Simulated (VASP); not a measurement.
The system is Re.

```xyz
1
Lattice="-1.5432 1.5432 1.5432 1.5432 -1.5432 1.5432 1.5432 1.5432 -1.5432" Properties=species:S:1:pos:R:3 pbc="T T T"
Re    0.0000    0.0000    0.0000
```

This isn't the form of Re at room conditions, which is hcp.

| Quantity | Value |
| --- | --- |
| Program | VASP 6.6.1 |
| Task | relaxation of cell and atoms |
| Functional | LDA |
| Potentials or basis | VASP PAW LDA potentials, release 64 (Re) |
| Cutoff | 600 eV |
| k mesh | 18 × 18 × 18 |
| Occupations | gaussian, width 0.1 eV |
| Spin | no spin polarisation |

At the start: pressure -4.9 GPa; volume 14.70 Å³/atom.

How do energy, volume and symmetry change on relaxing?

Over 4 steps the energy falls by 2.8 meV/atom and the volume is 14.52 Å³/atom (-1.2 %); space group Im-3m (No. 229, to 0.05 Å).

Step by step:
```csv
step,energy change (eV),largest force (eV/Å),pressure (GPa),volume (Å³)
1,0.0000,0.0000,-4.87,14.70
2,0.0503,0.0000,23.89,13.77
3,-0.0028,0.0000,-0.11,14.52
4,-0.0028,0.0000,-0.03,14.52
```

Final structure:
```
Re
1.0
    -1.53681    1.53681    1.53681
     1.53681   -1.53681    1.53681
     1.53681    1.53681   -1.53681
Re
1
Cartesian
  0.0000 0.0000 0.0000
```
